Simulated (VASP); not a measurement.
## How plane-wave cutoff and smearing change a VASP run on MnCuO2 (Crednerite)

How sensitive are energy, pressure and forces of MnCuO2 (Crednerite) to the plane-wave cutoff and smearing? The atoms are off their equilibrium sites, so that forces can be compared too. The series runs use r2SCAN. The plane-wave cutoff tried: ENCUT = 240; ENCUT = 300; ENCUT = 360; ENCUT = 400; ENCUT = 460; ENCUT = 520; ENCUT = 640; ENCUT = 800. The smearing tried: ISMEAR = 0, SIGMA = 0.01; ISMEAR = 0, SIGMA = 0.05; ISMEAR = 0, SIGMA = 0.1; ISMEAR = 0, SIGMA = 0.2; ISMEAR = 0, SIGMA = 0.5; ISMEAR = 1, SIGMA = 0.01; ISMEAR = 1, SIGMA = 0.05; ISMEAR = 1, SIGMA = 0.1; ISMEAR = 1, SIGMA = 0.2; ISMEAR = 1, SIGMA = 0.5; ISMEAR = -5. The atoms of the start are displaced at random from the sites of a C2/m cell.

Main program and level: VASP 6.6.1; r2SCAN, spin-polarised from a ferromagnetic start; plane waves and PAW (Mn_pv, Cu, O).

The database entry behind the starting cell differs from later determinations by our own check (a about 1 % short, old inner coordinates), so it need not match the best structure at ambient conditions.

### 1. Starting point

It takes space group P1 (No. 1, triclinic). The conventional cell has a = 2.884 Å, b = 3.118 Å, c = 5.898 Å, α = 102.91°, β = 90.00°, γ = 117.54°. Nearest to Mn lie 6 O at 1.74 to 2.23 Å. Nearest to Cu lie 2 O at 2.02 to 2.07 Å. Nearest to O lie 3 Mn at 1.74 to 2.23 Å and 1 Cu at 2.02 Å. O has 3 Mn at 1.74 to 2.23 Å and 1 Cu at 2.07 Å nearest. Farther neighbours and most contacts between anions are not listed.

### 2. Plane-wave cutoff: ENCUT = 240

The basis grows with ENCUT, and energy and stress both move with it. r2SCAN adds the kinetic-energy density, costs more than a GGA and is run with LASPH.

INCAR

```
SYSTEM = MnCuO2
PREC = Accurate
ENCUT = 240
EDIFF = 1E-06
NELM = 100
ISMEAR = -1
SIGMA = 0.05
LREAL = .FALSE.
ALGO = Normal
METAGGA = R2SCAN
LASPH = .TRUE.
NBANDS = 29
ISPIN = 2
MAGMOM = 4 0.6 0 0
LMAXMIX = 4
LORBIT = 11
LWAVE = .FALSE.
LCHARG = .FALSE.
KPAR = 4
ISIF = 2
```

POSCAR

```
MnCuO2
1.0
    2.7650000000     -1.4420000000      0.0000000000
    2.7650000000      1.4420000000      0.0000000000
   -1.4867050749      0.0000000000      5.7075486875
Mn Cu O
1 1 2
Direct
    0.0179340000     -0.0084580000      0.0070040000
    0.4957510000      0.4963090000      0.4998740000
    0.4148090000      0.4219790000      0.1456460000
    0.5778280000      0.6058460000      0.8630480000
```

KPOINTS

```
Automatic mesh
0
Gamma
9 9 4
0 0 0
```

The projector-augmented-wave data sets are Mn_pv, Cu and O (PBE family, release 64).

Started as:

```sh
$ mpirun -np 4 vasp_std
```

Log:

```text
[banner, memory and clock lines left out]
running    4 mpi-ranks, on    1 nodes
 distrk:  each k-point on    1 cores,    4 groups
 distr:  one band on    1 cores,    1 groups

 POSCAR found type information on POSCAR MnCuO
 POSCAR found :  3 types and       4 ions
|                                                                             |
|               ----> ADVICE to this user running VASP <----                  |
|                                                                             |
|     You enforced a specific xc type in the INCAR file but a different       |
|     [... a line on the potential file left out ...]
|     I HOPE YOU KNOW WHAT YOU ARE DOING!                                     |
|                                                                             |

 LDA part: xc-table for (None), standard interpolation
 POSCAR, INCAR and KPOINTS ok, starting setup
 FFT: planning ... GRIDC
 FFT: planning ... GRID_SOFT
 FFT: planning ... GRID
 WAVECAR not read
 entering main loop
       N       E                     dE             d eps       ncg     rms          rms(c)
DAV:   1     0.224715340218E+03    0.22472E+03   -0.12152E+04 20362   0.928E+02
DAV:   2    -0.388175201437E+02   -0.26353E+03   -0.24587E+03 19912   0.304E+02
DAV:   3    -0.558430054764E+02   -0.17025E+02   -0.16668E+02 21865   0.870E+01
DAV:   4    -0.561227756469E+02   -0.27977E+00   -0.27946E+00 20374   0.118E+01
DAV:   5    -0.561294217556E+02   -0.66461E-02   -0.66458E-02 22264   0.184E+00    0.329E+01
DAV:   6    -0.433069076161E+02    0.12823E+02   -0.28545E+01 20828   0.820E+01    0.222E+01
DAV:   7    -0.423223694945E+02    0.98454E+00   -0.68749E+00 23818   0.538E+01    0.147E+01
DAV:   8    -0.424472117609E+02   -0.12484E+00   -0.57424E-01 24211   0.941E+00    0.713E+00
DAV:   9    -0.424751126417E+02   -0.27901E-01   -0.19112E-01 20973   0.742E+00    0.196E+00
DAV:  10    -0.424509539096E+02    0.24159E-01   -0.11997E-01 24982   0.600E+00    0.640E-01
DAV:  11    -0.424510615999E+02   -0.10769E-03   -0.20828E-02 25970   0.164E+00    0.512E-01
DAV:  12    -0.424514637783E+02   -0.40218E-03   -0.18147E-03 20892   0.421E-01    0.100E-01
DAV:  13    -0.424515039928E+02   -0.40215E-04   -0.20643E-04 25814   0.241E-01    0.638E-02
DAV:  14    -0.424515179520E+02   -0.13959E-04   -0.58572E-05 24246   0.864E-02    0.250E-02
DAV:  15    -0.424515168229E+02    0.11291E-05   -0.67825E-06 22789   0.396E-02    0.594E-03
DAV:  16    -0.424515164301E+02    0.39272E-06   -0.25987E-06 15833   0.155E-02
   1 F= -.42451516E+02 E0= -.42450300E+02  d E =-.243190E-02  mag=     3.9521
```

Run time: 49 s. Hardware: 4 MPI ranks of Intel Xeon 6975P-C (Granite Rapids), shared host; peak memory 0.83 GiB; 3.2 min of CPU time.

Lines that name or quote the potential files are left out of all logs, and their timing lines are given in words.

Parts of OUTCAR (step 2):

```text
ion  position               nearest neighbor table
   1  0.018  0.992  0.007-   4 1.74   3 1.74   3 1.82   4 1.86   3 2.23   4 2.23
   2  0.496  0.496  0.500-   3 2.02   4 2.07
   3  0.415  0.422  0.146-   1 1.74   1 1.82   2 2.02   1 2.23
   4  0.578  0.606  0.863-   1 1.74   1 1.86   2 2.07   1 2.23

  LATTYP: Found a base centered monoclinic cell.
 ALAT       =     5.5300000000
 B/A-ratio  =     0.5215189873
 C/A-ratio  =     1.0665461121
 COS(beta)  =    -0.2520693582

 Subroutine GETGRP returns: Found  1 space group operations
 (whereof  1 operations were pure point group operations)

The static configuration has the point symmetry C_1 .

 Found    163 irreducible k-points:

   k-points           NKPTS =    163   k-points in BZ     NKDIM =    163   number of bands    NBANDS=     29

   dimension x,y,z NGX =    16 NGY =   16 NGZ =   30
   dimension x,y,z NGXF=    32 NGYF=   32 NGZF=   60

   ENCUT  =  240.0 eV  17.64 Ry    4.20 a.u.   3.94  3.94  7.45*2*pi/ulx,y,z

   NELECT =      36.0000    total number of electrons

 k-points in reciprocal lattice and weights: Automatic mesh
   0.00000000  0.00000000  0.00000000       0.003
   0.11111111  0.00000000 -0.00000000       0.006
  -0.00000000 -0.11111111  0.00000000       0.006
   0.22222222  0.00000000 -0.00000000       0.006
  -0.00000000 -0.22222222  0.00000000       0.006
   0.33333333  0.00000000 -0.00000000       0.006
  -0.00000000 -0.33333333  0.00000000       0.006
   0.44444444  0.00000000 -0.00000000       0.006
  -0.00000000 -0.44444444  0.00000000       0.006
[...]
0.44444444  0.44444444  0.50000000       0.006
  -0.44444444  0.44444444  0.50000000       0.006

 average (electrostatic) potential at core
       1 -75.1841       2 -71.0181       3 -76.2030       4 -76.0379

 E-fermi :   6.0968

 spin component 1
 k-point     1 :       0.0000    0.0000    0.0000
  band No.  band energies     occupation
    ...
     15       2.8252      1.00000
     16       3.0971      1.00000
     17       3.1804      1.00000
     18       3.2551      1.00000
     19       3.4734      1.00000
     20       6.2103      0.09368
     21       6.4595      0.00071
     22       9.1938      0.00000
     23      11.8143      0.00000
     24      14.4616      0.00000
    ...

 k-point     2 :       0.1111    0.0000   -0.0000
  band No.  band energies     occupation
    ...
     16       3.0777      1.00000
     17       3.1716      1.00000
     18       3.3575      1.00000
     19       3.5253      1.00000
     20       6.0704      0.62874
     21       6.4946      0.00035
     22       8.7245      0.00000
     23      12.2898      0.00000
     24      14.8962      0.00000
     25      17.5583      0.00000
    ...

 k-point     3 :      -0.0000   -0.1111    0.0000
  band No.  band energies     occupation
    ...
     16       3.0723      1.00000
     17       3.1770      1.00000
     18       3.3449      1.00000
     19       3.5163      1.00000
     20       6.0807      0.57964
     21       6.5030      0.00030
     22       8.7492      0.00000
     23      12.2643      0.00000
     24      14.8839      0.00000
     25      17.5610      0.00000
    ...

 k-point     4 :       0.2222    0.0000   -0.0000
  band No.  band energies     occupation
    ...
     16       3.1157      1.00000
     17       3.1720      1.00000
     18       3.3942      1.00000
     19       3.9497      1.00000
     20       5.5853      0.99996
     21       6.6636      0.00001
     22       7.9896      0.00000
     23      13.1963      0.00000
     24      15.6865      0.00000
     25      16.9565      0.00000
    ...

 k-point     5 :      -0.0000   -0.2222    0.0000
  band No.  band energies     occupation
    ...
     16       3.1175      1.00000
     17       3.1571      1.00000
     18       3.4264      1.00000
     19       3.8911      1.00000
     20       5.6098      0.99994
     21       6.6871      0.00001
     22       8.0417      0.00000
     23      13.1467      0.00000
     24      15.6353      0.00000
     25      16.9516      0.00000
    ...

 k-point     6 :       0.3333    0.0000   -0.0000
  band No.  band energies     occupation
    ...
     16       3.2860      1.00000
     17       3.3241      1.00000
     18       3.7076      1.00000
     19       3.8933      1.00000
     20       5.4425      1.00000
     21       6.8940      0.00000
     22       7.6339      0.00000
     23      13.1435      0.00000
     24      14.2276      0.00000
     25      16.9307      0.00000
    ...

  Total      -26.1676583    -20.0999753    -28.3283798     -0.3399074      0.4827030     -5.2759046
  in kB     -921.1607519   -707.5645882   -997.2230357    -11.9655086     16.9922374   -185.7237727
  external PRESSURE =    -875.3161253 kB  Pullay stress =       0.0000000 kB

  energy-cutoff  :      240.00
  volume of cell :       45.51
      direct lattice vectors                 reciprocal lattice vectors
     2.765000000 -1.442000000  0.000000000     0.180831826 -0.346740638  0.047103163
     2.765000000  1.442000000  0.000000000     0.180831826  0.346740638  0.047103163
    -1.486705075  0.000000000  5.707548688     0.000000000  0.000000000  0.175206565

 POSITION                                       TOTAL-FORCE (eV/Angst)
 -----------------------------------------------------------------------------------
      2.78079      1.40394      0.03998         0.295198      2.870169     -0.501846
      1.99988      0.00080      2.85306         0.085806      0.121983      0.234124
      2.09719      0.01034      0.83128        -3.238049     -1.103896      6.892398
      1.98976      0.04040      4.92589         2.857045     -1.888257     -6.624676
 -----------------------------------------------------------------------------------
    total drift:                                0.023908     -0.001702      0.039465

  FREE ENERGIE OF THE ION-ELECTRON SYSTEM (eV)
  ---------------------------------------------------
  free  energy   TOTEN  =       -42.4515164301 eV

  energy  without entropy=      -42.4490845340  energy(sigma->0) =      -42.45030048

 total charge
# of ion       s       p       d       tot
------------------------------------------
    1        0.395   6.489   5.041  11.926
    2        0.351   0.214   9.311   9.875
    3        1.792   3.681   0.000   5.473
    4        1.791   3.666   0.000   5.457
--------------------------------------------------
tot          4.329  14.050  14.352  32.731

 magnetization (x)
# of ion       s       p       d       tot
------------------------------------------
    1        0.056   0.039   3.509   3.604
    2        0.022   0.014   0.011   0.047
    3        0.010   0.062   0.000   0.072
    4        0.010   0.057   0.000   0.067
--------------------------------------------------
tot          0.098   0.172   3.521   3.790

[... 6 further parts left out ...]
```

The cell holds one magnetic atom, so no antiferromagnetic order fits into it. The k-mesh is coarse for a metal. The PAW data sets were made with PBE, which is usual practice but a small mismatch for other functionals. Oxides and halides of Mn and Cu are often magnetic insulators, and a metal at this level, without U or exact exchange, may be an artefact.

Numbers from this step:

* SCF cycles: 16
* electrons: 36
* bands: 29
* irreducible k-points: 163
* symmetry operations: 1
* free energy (TOTEN): -42.45 eV
* energy at zero smearing: -42.45 eV
* Fermi energy: 6.097 eV
* pressure: -87.53 GPa
* moment of the cell, from the last line of the log: 3.952 μB
* metallic: yes

Spin moment in the PAW sphere by atom:

```
atom  spin moment in the PAW sphere (μB)
 Mn1                                3.60
 Cu2                                0.05
  O3                                0.07
  O4                                0.07
```

The series starts at -10.6126 eV an atom and -87.53 GPa, after 16 cycles in 49 s.

### 3. Plane-wave cutoff: ENCUT = 300

Changes to INCAR since step 2:

```diff
@@ -2,3 +2,3 @@
 PREC = Accurate
-ENCUT = 240
+ENCUT = 300
 EDIFF = 1E-06
```

POSCAR is that of step 2.

KPOINTS is that of step 2.

Started as:

```sh
$ mpirun -np 4 vasp_std
```

Log:

```text
[banner, memory and clock lines left out]
running    4 mpi-ranks, on    1 nodes
[...]
[... a notice as in an earlier step ...]

 LDA part: xc-table for (None), standard interpolation
 POSCAR, INCAR and KPOINTS ok, starting setup
[...]
entering main loop
       N       E                     dE             d eps       ncg     rms          rms(c)
DAV:   1     0.270941979983E+03    0.27094E+03   -0.13612E+04 20211   0.115E+03
DAV:   2    -0.320654556562E+02   -0.30301E+03   -0.28143E+03 19852   0.344E+02
DAV:   3    -0.561248625400E+02   -0.24059E+02   -0.23431E+02 22135   0.109E+02
DAV:   4    -0.566651947090E+02   -0.54033E+00   -0.53935E+00 20583   0.172E+01
[...]
DAV:  14    -0.422845457870E+02   -0.17566E-04   -0.71752E-05 24004   0.882E-02    0.248E-02
DAV:  15    -0.422845445366E+02    0.12504E-05   -0.92039E-06 26962   0.533E-02    0.560E-03
DAV:  16    -0.422845447430E+02   -0.20638E-06   -0.25556E-06 14910   0.154E-02
   1 F= -.42284545E+02 E0= -.42283379E+02  d E =-.233222E-02  mag=     3.9600
```

Wall time 92 s (4 MPI ranks); peak memory 1 GiB; 6 min of CPU time.

From OUTCAR (step 3):

```text
  Total       -3.7957291      0.7741150     -6.9682374     -0.2919762      0.4919244     -4.8130922
  in kB     -133.6182479     27.2505982   -245.2977173    -10.2782221     17.3168520   -169.4317302
  external PRESSURE =    -117.2217890 kB  Pullay stress =       0.0000000 kB

 POSITION                                       TOTAL-FORCE (eV/Angst)
 -----------------------------------------------------------------------------------
      2.78079      1.40394      0.03998         0.245655      2.716628     -0.479660
      1.99988      0.00080      2.85306         0.103661      0.112629      0.202116
      2.09719      0.01034      0.83128        -3.305359     -1.091432      6.661101
      1.98976      0.04040      4.92589         2.956043     -1.737825     -6.383558
 -----------------------------------------------------------------------------------
    total drift:                               -0.000546      0.018610     -0.017215

  FREE ENERGIE OF THE ION-ELECTRON SYSTEM (eV)
  ---------------------------------------------------
  free  energy   TOTEN  =       -42.2845447430 eV

  energy  without entropy=      -42.2822125182  energy(sigma->0) =      -42.28337863

 magnetization (x)
# of ion       s       p       d       tot
------------------------------------------
    1        0.054   0.040   3.502   3.596
    2        0.021   0.012   0.013   0.046
    3        0.010   0.064   0.000   0.075
    4        0.011   0.059   0.000   0.070
--------------------------------------------------
tot          0.096   0.176   3.514   3.786

[... 1 part as in an earlier step ...]

[... 2 further parts left out ...]
[key lines of the parts left out:]
E-fermi :   6.0731
```

Against the run before the energy moves by +41.73 meV an atom and the pressure by +75.81 GPa, after 16 cycles in 92 s.

### 4. Plane-wave cutoff: ENCUT = 360

Changes to INCAR since step 3:

```diff
@@ -2,3 +2,3 @@
 PREC = Accurate
-ENCUT = 300
+ENCUT = 360
 EDIFF = 1E-06
```

POSCAR is that of step 3.

KPOINTS is that of step 3.

Started as:

```sh
$ mpirun -np 4 vasp_std
```

Log:

```text
[... set-up lines as in an earlier step ...]
 entering main loop
       N       E                     dE             d eps       ncg     rms          rms(c)
DAV:   1     0.302527867146E+03    0.30253E+03   -0.15022E+04 19958   0.133E+03
DAV:   2    -0.272031909753E+02   -0.32973E+03   -0.30531E+03 19671   0.372E+02
DAV:   3    -0.560866597417E+02   -0.28883E+02   -0.28049E+02 22073   0.123E+02
DAV:   4    -0.568102592205E+02   -0.72360E+00   -0.72191E+00 20969   0.204E+01
[...]
DAV:  14    -0.420310652184E+02   -0.24984E-04   -0.74955E-05 22813   0.745E-02    0.262E-02
DAV:  15    -0.420310633052E+02    0.19132E-05   -0.10986E-05 27548   0.633E-02    0.721E-03
DAV:  16    -0.420310642289E+02   -0.92368E-06   -0.24478E-06 14566   0.165E-02
   1 F= -.42031064E+02 E0= -.42029929E+02  d E =-.227029E-02  mag=     3.9614
```

Elapsed: 1.8 min, on 4 MPI ranks; peak memory 1.2 GiB; 7 min of CPU time.

From OUTCAR (step 4):

```text
  Total        2.6634879      6.8756407     -0.6202910     -0.2855537      0.4800806     -4.7680582
  in kB       93.7607985    242.0381012    -21.8356450    -10.0521368     16.8999217   -167.8464327
  external PRESSURE =     104.6544182 kB  Pullay stress =       0.0000000 kB

 POSITION                                       TOTAL-FORCE (eV/Angst)
 -----------------------------------------------------------------------------------
      2.78079      1.40394      0.03998         0.233370      2.665757     -0.482034
      1.99988      0.00080      2.85306         0.112219      0.116300      0.220015
      2.09719      0.01034      0.83128        -3.223044     -1.064862      6.631374
      1.98976      0.04040      4.92589         2.877455     -1.717194     -6.369355
 -----------------------------------------------------------------------------------
    total drift:                                0.010757     -0.002508     -0.009360

  FREE ENERGIE OF THE ION-ELECTRON SYSTEM (eV)
  ---------------------------------------------------
  free  energy   TOTEN  =       -42.0310642289 eV

  energy  without entropy=      -42.0287939376  energy(sigma->0) =      -42.02992908

 magnetization (x)
# of ion       s       p       d       tot
------------------------------------------
    1        0.054   0.040   3.498   3.592
    2        0.021   0.012   0.012   0.046
    3        0.010   0.066   0.000   0.076
    4        0.010   0.061   0.000   0.071
--------------------------------------------------
tot          0.096   0.178   3.511   3.785

[... 1 part as in an earlier step ...]

[... 2 further parts left out ...]
[key lines of the parts left out:]
E-fermi :   6.0749
```

Against the run before the energy moves by +63.36 meV an atom and the pressure by +22.19 GPa, after 16 cycles in 1.8 min.

[end of part 1 of 4]

[Lines on the potential files, build, host, timing and source positions are cut from VASP's logs without a mark.]

[Logs are printed without paths, hosts, clocks, repeated set-up lines and the standing remarks that a program may print on its own settings, such as how far it seeks lower states.]

[Hosts, paths, dates, database ids (printed as entryN), source tags and the programs' standing remarks are cut or masked in the printed files.]

[A measured line is paired with the nearest computed mode of its activity, which favours agreement.]
